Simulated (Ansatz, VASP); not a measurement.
**SnH2 in two plane-wave programs**

Wanted: the spread between two codes on one cell, functional and k mesh. The cell is generated by rule, not measured, and may not be a known phase. Of the first pair: The two relaxations start from unlike cells of this crystal (the structure described is Ansatz's start), so only their ends are compared.

Program: Ansatz 0.2.0. Level of theory: plane waves, with VASP 6.6.1 beside it; relaxation of cell and atoms at LDA and zone-centre phonons at LDA. Results are calculated unless marked as measured.

**1. The starting structure**

The structure is trigonal, space group P-3m1 (No. 164). The conventional cell has a = 3.618 Å, b = 3.618 Å, c = 3.067 Å, α = 90.00°, β = 90.00°, γ = 120.00°. Nearest to Sn lie 6 H at 2.18 Å. Nearest to H lie 3 Sn at 2.18 Å. Farther neighbours are not listed.

**2. VASP: relaxation of cell and atoms, LDA, pair 1**

The relaxed volume is the usual yardstick between codes: in a stiff, nearly cubic crystal its relative difference is about their pressure difference at one cell divided by the bulk modulus.

Lines of VASP's logs that name or quote its potential files are left out, and so is its time.

INCAR reads:

```
SYSTEM = SnH2
PREC = Accurate
ENCUT = 500
EDIFF = 1E-07
NELM = 120
ISMEAR = 0
SIGMA = 0.1
LREAL = .FALSE.
ALGO = Normal
GGA = CA
NBANDS = 14
LORBIT = 11
LWAVE = .FALSE.
LCHARG = .FALSE.
ISIF = 3
IBRION = 2
NSW = 80
EDIFFG = -0.005
LASPH = .TRUE.
GGA_COMPAT = .FALSE.
NELMIN = 4
KPAR = 2
```

POSCAR reads:

```
SnH2
1.0
    3.5687480019      0.0000000000      0.0000000000
   -1.7843740009      3.0906266894      0.0000000000
    0.0000000000      0.0000000000      3.1183365880
Sn H
1 2
Direct
    0.0000000000      0.0000000000      0.0000000000
    0.3333332801      0.6666665603      0.2177884564
    0.6666667199      0.3333334397      0.7822115436
```

KPOINTS reads:

```
Automatic mesh
0
Gamma
12 12 12
0 0 0
```

The projector-augmented-wave data sets are Sn_d and H (LDA family, release 64).

Started as:

```bash
mpirun -np 2 vasp_std
```

Numbers of over 12 decimals in the logs are rounded to 6 here.

The program printed:

```text
[banner, memory and clock lines left out]
running    2 mpi-ranks, on    1 nodes
 distrk:  each k-point on    1 cores,    2 groups
 distr:  one band on    1 cores,    1 groups

 POSCAR found type information on POSCAR SnH
 POSCAR found :  2 types and       3 ions
 LDA part: xc-table for (Slater(with rela. corr.)+CA(PZ))
 , standard interpolation
 POSCAR, INCAR and KPOINTS ok, starting setup
 FFT: planning ... GRIDC
 FFT: planning ... GRID_SOFT
 FFT: planning ... GRID
 WAVECAR not read
 entering main loop
       N       E                     dE             d eps       ncg     rms          rms(c)
DAV:   1     0.872453360282E+02    0.87245E+02   -0.77220E+03  5550   0.155E+03
DAV:   2    -0.380530205604E+01   -0.91051E+02   -0.87080E+02  5896   0.347E+02
DAV:   3    -0.104685526886E+02   -0.66633E+01   -0.66301E+01  6742   0.788E+01
DAV:   4    -0.106166016417E+02   -0.14805E+00   -0.14802E+00  6396   0.126E+01
DAV:   5    -0.106219838611E+02   -0.53822E-02   -0.53821E-02  7490   0.232E+00    0.366E+00
DAV:   6    -0.103067997777E+02    0.31518E+00   -0.17127E-01  7614   0.550E+00    0.178E+00
DAV:   7    -0.102380625812E+02    0.68737E-01   -0.14031E-01  7610   0.314E+00    0.320E-01
DAV:   8    -0.102378717439E+02    0.19084E-03   -0.21867E-02  6706   0.180E+00    0.109E-01
DAV:   9    -0.102378103871E+02    0.61357E-04   -0.52082E-04  8046   0.313E-01    0.527E-02
DAV:  10    -0.102378214470E+02   -0.11060E-04   -0.66955E-05  6920   0.944E-02    0.190E-02
DAV:  11    -0.102378231797E+02   -0.17327E-05   -0.35229E-06  7212   0.200E-02    0.481E-03
DAV:  12    -0.102378226813E+02    0.49843E-06   -0.66650E-07  6738   0.696E-03    0.443E-04
DAV:  13    -0.102378226896E+02   -0.83649E-08   -0.10329E-07  4944   0.220E-03
   1 F= -.10237823E+02 E0= -.10236792E+02  d E =-.102378E+02
 curvature:   0.00 expect dE= 0.000E+00 dE for cont linesearch  0.000E+00
 trial: gam= 0.00000 g(F)=  0.962E-06 g(S)=  0.556E-05 ort = 0.000E+00 (trialstep = 0.100E+01)
 search vector abs. value=  0.652E-05
 bond charge predicted
       N       E                     dE             d eps       ncg     rms          rms(c)
DAV:   1    -0.102378440032E+02   -0.21322E-04   -0.33986E-04  6928   0.211E-01    0.188E-02
DAV:   2    -0.102378329845E+02    0.11019E-04   -0.15185E-05  6574   0.635E-02    0.106E-02
DAV:   3    -0.102378285751E+02    0.44094E-05   -0.76829E-06  7554   0.492E-02    0.203E-03
DAV:   4    -0.102378285388E+02    0.36255E-07   -0.86261E-07  6544   0.117E-02
   2 F= -.10237829E+02 E0= -.10236795E+02  d E =-.584918E-05
 ZBRENT: can't locate minimum, use default step
 trial-energy change:   -0.000006  1 .order   -0.000006   -0.000007   -0.000006
 step:   4.0000(harm= 11.3632)  dis= 0.00061  next Energy=   -10.237860 (dE=-0.371E-04)
 bond charge predicted
       N       E                     dE             d eps       ncg     rms          rms(c)
DAV:   1    -0.102379761420E+02   -0.14757E-03   -0.30453E-03  6940   0.631E-01    0.564E-02
DAV:   2    -0.102378774561E+02    0.98686E-04   -0.13557E-04  6604   0.189E-01    0.318E-02
DAV:   3    -0.102378380000E+02    0.39456E-04   -0.68634E-05  7566   0.147E-01    0.605E-03
DAV:   4    -0.102378376664E+02    0.33358E-06   -0.76875E-06  6544   0.349E-02    0.240E-03
DAV:   5    -0.102378375744E+02    0.91999E-07   -0.27487E-07  6512   0.927E-03
   3 F= -.10237838E+02 E0= -.10236796E+02  d E =-.148848E-04
 curvature:  -2.81 expect dE=-0.188E-05 dE for cont linesearch -0.178E-06
 trial: gam= 0.00372 g(F)=  0.659E-06 g(S)=  0.842E-08 ort = 0.643E-06 (trialstep = 0.160E+01)
 search vector abs. value=  0.673E-06
 reached required accuracy - stopping structural energy minimisation
```

From OUTCAR (step 2):

```text
ion  position               nearest neighbor table
   1  0.000  0.000  0.000-   2 2.17   3 2.17   3 2.17   2 2.17   3 2.17   2 2.17
   2  0.333  0.667  0.218-   1 2.17   1 2.17   1 2.17
   3  0.667  0.333  0.782-   1 2.17   1 2.17   1 2.17

  LATTYP: Found a hexagonal cell.
 ALAT       =     3.5687480019
 C/A-ratio  =     0.8737900761

 Subroutine GETGRP returns: Found 12 space group operations
 (whereof 12 operations were pure point group operations)

The static configuration has the point symmetry D_3d.

 Found    193 irreducible k-points:

   k-points           NKPTS =    193   k-points in BZ     NKDIM =    193   number of bands    NBANDS=     14

   dimension x,y,z NGX =    28 NGY =   28 NGZ =   24
   dimension x,y,z NGXF=    56 NGYF=   56 NGZF=   48

   ENCUT  =  500.0 eV  36.75 Ry    6.06 a.u.   6.51  6.51  5.69*2*pi/ulx,y,z

   NELECT =      16.0000    total number of electrons

 k-points in reciprocal lattice and weights: Automatic mesh
   0.00000000  0.00000000  0.00000000       0.001
   0.08333333  0.00000000  0.00000000       0.003
   0.16666667  0.00000000  0.00000000       0.003
   0.25000000  0.00000000  0.00000000       0.003
   0.33333333  0.00000000  0.00000000       0.003
   0.41666667 -0.00000000  0.00000000       0.003
   0.50000000  0.00000000  0.00000000       0.002
   0.08333333  0.08333333  0.00000000       0.003
   0.16666667  0.08333333  0.00000000       0.007
[...]
0.33333333  0.25000000  0.50000000       0.007
   0.33333333  0.33333333  0.50000000       0.001

 average (electrostatic) potential at core
       1-100.4987       2 -29.9297       3 -29.9297

 E-fermi :   6.2195

 k-point     1 :       0.0000    0.0000    0.0000
  band No.  band energies     occupation
    ...
      3     -15.1816      2.00000
      4     -15.0652      2.00000
      5     -15.0652      2.00000
      6      -5.6098      2.00000
      7       5.4474      2.00000
      8       9.8649      0.00000
      9      10.0949      0.00000
     10      10.0949      0.00000
     11      12.5341      0.00000
     12      14.1249      0.00000
    ...

 k-point     2 :       0.0833    0.0000    0.0000
  band No.  band energies     occupation
    ...
      3     -15.1754      2.00000
      4     -15.0677      2.00000
      5     -15.0657      2.00000
      6      -5.4985      2.00000
      7       5.3702      2.00000
      8       8.0759      0.00000
      9       9.7636      0.00000
     10      11.4487      0.00000
     11      12.4052      0.00000
     12      14.2131      0.00000
    ...

 k-point     3 :       0.1667    0.0000    0.0000
  band No.  band energies     occupation
    ...
      3     -15.1584      2.00000
      4     -15.0746      2.00000
      5     -15.0673      2.00000
      6      -5.1637      2.00000
      7       4.8691      2.00000
      8       6.4732      0.00033
      9       9.0732      0.00000
     10      11.5594      0.00000
     11      13.4303      0.00000
     12      14.4826      0.00000
    ...

  Total        0.0004536      0.0004536     -0.0003345      0.0000000     -0.0000000     -0.0000000
  in kB        0.0211179      0.0211179     -0.0155737      0.0000000     -0.0000000     -0.0000000
  external PRESSURE =       0.0088874 kB  Pullay stress =       0.0000000 kB

  energy-cutoff  :      500.00
  volume of cell :       34.42
      direct lattice vectors                 reciprocal lattice vectors
     3.567840284 -0.000000000  0.000000000     0.280281605  0.161820646 -0.000000000
    -1.783920142  3.089840582  0.000000000     0.000000000  0.323641293 -0.000000000
     0.000000000  0.000000000  3.121894064    -0.000000000 -0.000000000  0.320318364

 POSITION                                       TOTAL-FORCE (eV/Angst)
 -----------------------------------------------------------------------------------
     -1.78392      3.08984      0.00000        -0.000000      0.000000     -0.000000
     -0.00000      2.05989      0.68052         0.000000     -0.000000      0.002614
      1.78392      1.02995      2.44137        -0.000000      0.000000     -0.002614
 -----------------------------------------------------------------------------------
    total drift:                               -0.000000      0.000000     -0.000000

  FREE ENERGIE OF THE ION-ELECTRON SYSTEM (eV)
  ---------------------------------------------------
  free  energy   TOTEN  =       -10.2378375744 eV

  energy  without entropy=      -10.2357549225  energy(sigma->0) =      -10.23679625

 reached required accuracy - stopping structural energy minimisation

 total charge
# of ion       s       p       d       tot
------------------------------------------
    1        1.288   0.903  10.033  12.223
    2        0.475   0.010   0.000   0.485
    3        0.475   0.010   0.000   0.485
--------------------------------------------------
tot          2.238   0.923  10.033  13.193

[... 3 further parts left out ...]
```

The run keeps the 12 symmetry operations of its start, so it cannot find a distortion of lower symmetry.

**3. Ansatz: relaxation of cell and atoms, LDA, pair 1**

Ansatz runs on its default PAW (the set named soft_2) files.

Its own start cell and the same functional (in two slightly different forms), mesh and smearing now go to Ansatz, which takes its cutoff from its data sets.

input.yaml reads:

```yaml
crystal:
  lattice:
    - [3.6180759108, 0.0, 0.0]
    - [-1.8090379554, 3.1333456515, 0.0]
    - [0.0, 0.0, 3.0666128839]
  atoms:
    - { symbol: Sn, position: [0.0, 0.0, 0.0] }
    - { symbol: H, position: [0.3333333333, 0.6666666667, 0.2055204542] }
    - { symbol: H, position: [0.6666666667, 0.3333333333, 0.7944795458] }
kpoints:
  mp_grid: { grid: [12, 12, 12] }
hamiltonian:
  xc: lda
scf:
  occupations: { method: gaussian, width: 0.1 }
output:
  forces: true
  stress: true
  eigenvalues: true
relax:
  adjacent_minimum: "off"
  f_tol: 0.005
  max_steps: 80
  cell: { stress_tol: 0.05 }
```

Started as:

```bash
ansatz run input.yaml --threads 2 --pin off --max-ram 5120MiB --backend cpu --events-out ev --progress --plain --runs-dir out
```

The program printed:

```text
Engine: ansatz 0.2.0, aarch64-unknown-linux-gnu
Pseudopotentials: kind: paw
Pseudopotential: Sn, paw, valence charge 14, recommended cutoff 420 eV (normal), Sn.paw.azcp
Pseudopotential: H, paw, valence charge 1, recommended cutoff 420 eV (normal), H.paw.azcp
Functional definition: SPW92
  exchange = slater_x
  correlation = pw_c
Crystal: 3 atoms, lattice volume = 34.765 Å³
Basis set: ecut = 420 eV, 659 PW (Γ)
Bands: 12, of which v1, the nominal top of the filled ones, is band 8 counted from 1 (7 counted from 0)
Symmetry: 12 space group operations
Space group: P-3m1 (ITA 164), of the structure as read, at distance tolerance 3.3e-5 Å
k-points: 193 of 1728
Non-local potential: Sn, projectors of the file, l = 0: 2, l = 1: 2, l = 2: 2, l = 3: 2
Non-local potential: H, projectors of the file, l = 0: 2, l = 1: 1
PAW form: soft (Blöchl's): semilocal exchange-correlation on the pseudo side does not see the compensation charge
PAW frozen core: Sn, regenerated for the run's functional, and the local potential with it (the file was generated under x = pbe(κ = 0.804, μ = 0.219515), c = pbe(β = 0.066725))
PAW one-centre angular grid: Sn, 590 points (default); XC on 64 Gauss nodes
PAW one-centre angular grid: H, 110 points (default); XC on 64 Gauss nodes
Initial density: superposition of atomic densities (neutral atoms: chi_scale 0, normalization atom), corrected by the library's trained network
Initial wavefunctions: pseudopotential atomic-orbital guess
Functional: x = slater, c = lda
SCF iter   1: F=—  HF=-5909.541090 eV  |F-HF|=—  |Δ(HF+E_count)|=         —  Δρ=1.17e-2  dr2=3.69e-2  ethr=1.77e-3  ⟨swp⟩=5.1  Hψ=13101  notcnv=0
preconditioner: auto → none  [metal: Δε(μ)=0.033 eV  Ē_g=20.530 eV  σ=0.100 eV  W_gap=0.19  n_scr=8 (ndim 8)  ℏωp=25.2 eV  f_vac=0.000  D(μ)=0.51/eV (n_scr^D=0)  sad-step TF]
SCF iter   2: F=—  HF=-5909.529594 eV  |F-HF|=—  |Δ(HF+E_count)|=   1.15e-2  Δρ=5.83e-3  dr2=1.02e-2  ethr=2.30e-4  ⟨swp⟩=1.0  Hψ=3862  notcnv=0  defer=1
SCF iter   3: F=—  HF=-5909.525601 eV  |F-HF|=—  |Δ(HF+E_count)|=   3.99e-3  Δρ=4.70e-4  dr2=3.23e-5  ethr=6.37e-5  ⟨swp⟩=2.3  Hψ=3017  notcnv=0  defer=1
SCF iter   4: F=—  HF=-5909.525604 eV  |F-HF|=—  |Δ(HF+E_count)|=   2.55e-6  Δρ=5.28e-5  dr2=5.53e-7  ethr=2.02e-7  ⟨swp⟩=2.4  Hψ=3798  notcnv=0  defer=1
SCF iter   5: F=—  HF=-5909.525604 eV  |F-HF|=—  |Δ(HF+E_count)|=   1.97e-7  Δρ=3.71e-5  dr2=3.77e-7  ethr=3.45e-9  ⟨swp⟩=2.0  Hψ=3827  notcnv=0  defer=1
SCF iter   6: F=-5909.525604 eV  HF=-5909.525604 eV  |F-HF|=2.22e-8  |Δ(HF+E_count)|=   2.30e-7  Δρ=8.49e-6  dr2=1.82e-8  ethr=6.25e-10  ⟨swp⟩=4.2  Hψ=9662  notcnv=0
SCF 1 converged in 6 iterations: F = -5909.525604 eV  dr2 = 1.82e-8
  greatest PAW one-centre occupation: 0.993 electrons in one spin orbital (limit 2), on the Sn atom at site 0 (counted from 0), in its partial waves of l = 2
relax step   1: F+E_penalty+E_count = -5909.52560357 eV  Δ(F+E_penalty+E_count) = +0.000e0 eV  max|allowed force component| = 3.761e-2 eV/Å  Δτ_max = 0.0000 Å  P = -0.851 GPa  Ω = 34.765 Å³  (6 SCF iters, dr2 threshold 1.00e-7 eV, accepted)
[...]
relax step   2: F+E_penalty+E_count = -5909.52326809 eV  Δ(F+E_penalty+E_count) = +2.335e-3 eV  max|allowed force component| = 1.183e-1 eV/Å  Δτ_max = 0.1013 Å  P = +1.447 GPa  Ω = 33.409 Å³  energy of the carried Pulay correction = +1.197e-3 eV  (5 SCF iters, dr2 threshold 3.00e-7 eV, rejected (line search))
[...]
relax step   3: F+E_penalty+E_count = -5909.53369437 eV  Δ(F+E_penalty+E_count) = -8.091e-3 eV  max|allowed force component| = 2.004e-2 eV/Å  Δτ_max = 0.0261 Å  P = -0.033 GPa  Ω = 34.437 Å³  energy of the carried Pulay correction = +2.854e-4 eV  (7 SCF iters, accepted)
[...]
relax step   4: F+E_penalty+E_count = -5909.53433778 eV  Δ(F+E_penalty+E_count) = -6.434e-4 eV  max|allowed force component| = 4.769e-3 eV/Å  Δτ_max = 0.0167 Å  P = +0.049 GPa  Ω = 34.483 Å³  energy of the carried Pulay correction = +2.450e-4 eV  (4 SCF iters, dr2 threshold 3.00e-7 eV, accepted)
[...]
relax step   5: F+E_penalty+E_count = -5909.53447024 eV  Δ(F+E_penalty+E_count) = -1.325e-4 eV  max|allowed force component| = 3.241e-4 eV/Å  Δτ_max = 0.0039 Å  P = -0.002 GPa  Ω = 34.478 Å³  energy of the carried Pulay correction = +2.491e-4 eV  (3 SCF iters, dr2 threshold 7.37e-8 eV, accepted)
[...]
relax step   6: F+E_penalty+E_count = -5909.53421882 eV  Δ(F+E_penalty+E_count) = +2.514e-4 eV  max|allowed force component| = 1.040e-4 eV/Å  Δτ_max = 0.0000 Å  P = -0.001 GPa  Ω = 34.478 Å³  stress off target by 4.26e-3 GPa  SCF on the basis re-selected at this cell (its energy is not comparable with the rows above)  (4 SCF iters)
basis re-selected at this cell: Δ(F+E_penalty+E_count) = +2.514e-4 eV, ΔP = +0.001 GPa vs the last step (what re-selecting the basis moved, of the pressure what is left beyond the Pulay correction that the steps carried, after the strain that the cell walked since its last selection, with what the two solves' SCF thresholds leave and, on support functions, any second-order correction that the steps lacked; it is no measure of the basis error at this ecutwfc). The dense FFT grid was sized anew with the basis: this SCF ran on 24×24×24 points, the steps before it on 25×25×24, so part of this shift can come from that change (see relax.cell in the input reference). [rest of the remark cut]
SCF converged after 4 iterations
Free energy (F): -5909.534219 eV
Harris-Foulkes:  -5909.534219 eV  (|F-HF|=5.46e-12)
Internal energy: -5909.532097 eV  (E = F + TS)
E sigma→0 (E₀):  -5909.533158 eV
Entropy (-TS):   -0.002122 eV (-0.707 meV/atom)
Fermi energy:    8.455260 eV
--- Per-component energies (eV) ---
  E_band       = -107.742124
  E_kinetic    = 213.444063
  E_local      = -947.965823  (includes V_loc(G=0)·N_el)
  E_nonlocal   = -25.530835
  E_hartree    = 564.242193
  E_xc         = -396.811896
  E_vxc        = -121.726236  (∫ρ·V_xc dr)
  E_paw        = -3994.689234  (= ΣΔE_a)
  E_vpaw       = -354.445674  (= ΣTr[D̂ρ^β])
  E_aug_tail   = -0.002050  (compensation charges beyond the density's cutoff)
  E_ewald      = -1322.643412
  E_core_change = 0.424898  (= ΣΔE_core)
  E_smearing   = -0.002122  (= −TS)
  E_closure    = 0.000000  (closes the sum)
  Σ components = -5909.534219   (vs F -5909.534219, Δ=0.00e0)
--- Forces (eV/Å), atoms counted from 1 ---
  atom   1  Sn     0.00000000    -0.00000000     0.00000000
  atom   2  H      0.00000000    -0.00000000    -0.00010401
  atom   3  H     -0.00000000     0.00000000     0.00010401
  max |Σ_I F_I| component: 2.89e-19 eV/Å
--- Stress (GPa, compression-positive) ---
       -0.000104       0.000000       0.000000
        0.000000      -0.000104      -0.000000
        0.000000      -0.000000      -0.004261
  P = ⅓ Tr σ = -0.0015 GPa (-0.015 kbar)
--- Band table (eV; the first three rows and the last of 193) ---
  k-point 0: bands = [... 4 lower, -12.8089, -3.3624, 7.6857, 12.1011, 12.3527, 12.3527, 14.7580, 16.3152]
  k-point 1: bands = [... 4 lower, -12.8151, -3.2623, 7.4336, 12.1170, 12.4627, 12.4627, 13.6463, 16.8465]
  k-point 2: bands = [... 4 lower, -12.8319, -2.9641, 6.6512, 12.0193, 12.7823, 12.7823, 12.8455, 17.1077]
  k-point 192: bands = [... 4 lower, -12.7302, 4.2416, 4.2463, 4.2463, 6.7724, 10.2504, 10.2504, 20.2088]
--- Relaxed structure (5 steps of the walk, 4 accepted, 1 SCFs on fresh bases) ---
  F+E_penalty+E_count = -5909.53421882 eV   max|allowed force component| = 1.040e-4 eV/Å   (the final SCF, on the basis selected at the relaxed cell)
  cell:  # Å, volume = 34.4784 Å³
    - [3.567522, 0, 0]
    - [-1.783761, 3.089564, 0]
    - [0, 0, 3.128116]
  atoms:
    - { symbol: Sn, position: [0, 0, 0.0] }
    - { symbol: H, position: [0.333333, 0.666667, 0.218234] }
    - { symbol: H, position: [0.666667, 0.333333, 0.781766] }
```

The column dr2 measures how far the density is from self-consistency, as an energy; F and HF (Harris–Foulkes) agree once it is small.

**4. Comparison**

Known differences besides the potentials themselves: the two LDA forms differ slightly; the cutoff is 420 eV in Ansatz and 500 eV in VASP; VASP's log shows a relativistic correction to its local exchange, Ansatz's none; Ansatz adds a Pulay correction to the stress that steers its cell, VASP none. Total energies have different zeros and are not compared.

The two programs side by side:

```csv
quantity,Ansatz,VASP,difference
volume (Å³),34.48,34.42,+0.18 %
"edge a after relaxation, in the typed setting (Å)",3.567,3.568,-0.01 %
"edge c after relaxation, in the typed setting (Å)",3.128,3.122,+0.20 %
```

(Part 1 of 2 ends here.)

[Lines on the potential files, build, host, timing and source positions are cut from VASP's logs without a mark.]

[Logs are printed without paths, hosts, clocks, repeated set-up lines and the standing remarks that a program may print on its own settings, such as how far it seeks lower states.]

[Hosts, paths, dates, database ids (printed as entryN), source tags and the programs' standing remarks are cut or masked in the printed files.]
